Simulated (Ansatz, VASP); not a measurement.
# LaPd2 in VASP and in Ansatz

Contents of INCAR:

```
ALGO     = Normal         # electronic algorithm
EDIFF    = 1E-7           # SCF threshold, eV
ENCUT    = 520            # plane-wave cutoff, eV
GGA      = PE             # functional
ISIF     = 2              # what is computed and relaxed
ISMEAR   = -1             # smearing method
LASPH    = T              # aspherical terms in the spheres
LCHARG   = F              # write CHGCAR
LREAL    = F              # projectors in reciprocal space
LWAVE    = F              # write WAVECAR
NBANDS   = 22             # bands
NELM     = 60             # most SCF steps
PREC     = Accurate       # precision mode
SIGMA    = 0.05           # smearing width, eV
```

Contents of KPOINTS:

```
k-points
0
Gamma
  9 9 9
```

File POSCAR:

```
LaPd2
1.0
   -2.0302437872      2.0302437872      4.5305763140
    2.0302437872     -2.0302437872      4.5305763140
    2.0302437872      2.0302437872     -4.5305763140
La Pd
1 2
Direct
    0.0000000000      0.0000000000      0.0000000000
    0.2500000000      0.7500000000      0.5000000000
    0.7500000000      0.2500000000      0.5000000000
```

Contents of input.yaml:

```yaml
crystal:
  lattice:
    - [-2.0302437872, 2.0302437872, 4.530576314]
    - [2.0302437872, -2.0302437872, 4.530576314]
    - [2.0302437872, 2.0302437872, -4.530576314]
  atoms:
    - { symbol: La, position: [0.0, 0.0, 0.0] }
    - { symbol: Pd, position: [0.25, 0.75, 0.5] }
    - { symbol: Pd, position: [0.75, 0.25, 0.5] }
hamiltonian:
  xc: pbe
  pseudopotentials: { kind: paw }
kpoints:
  mp_grid: { grid: [9, 9, 9] }
scf:
  occupations: { method: fermi_dirac, width: 0.05 }
output:
  forces: true
  stress: true
  eigenvalues: true
```

Change from the starting cell: volume scaled by 1.04.

Alike in both runs: task single point; functional PBE; k mesh 9 × 9 × 9; occupations fermi-dirac, width 0.05 eV; no spin polarisation.

|  | VASP | Ansatz |
| --- | --- | --- |
| version | VASP 6.6.1 | Ansatz 0.2.0 |
| potentials or method | VASP PAW PBE potentials, release 64 (La, Pd) | Ansatz PAW |
| plane-wave cutoff (eV) | 520 | 420 |
| valence electrons in the cell | 31 | 47 |

```tsv
	VASP	Ansatz	Ansatz less VASP
gap on the k mesh at the Fermi level (eV)	none	none	-
pressure (GPa)	-3.3	-3.2	+0.06
largest component of the traceless stress (GPa)	0.28	0.28	+0.003
```

A gap of «none» marks a metal or a gap that the smearing closes. With one functional, cell and mesh, what is left measures potentials, basis and numerics. The two sets of potentials don't hold the same shells in valence.

Spin-orbit coupling is left out, which matters for the levels of La.
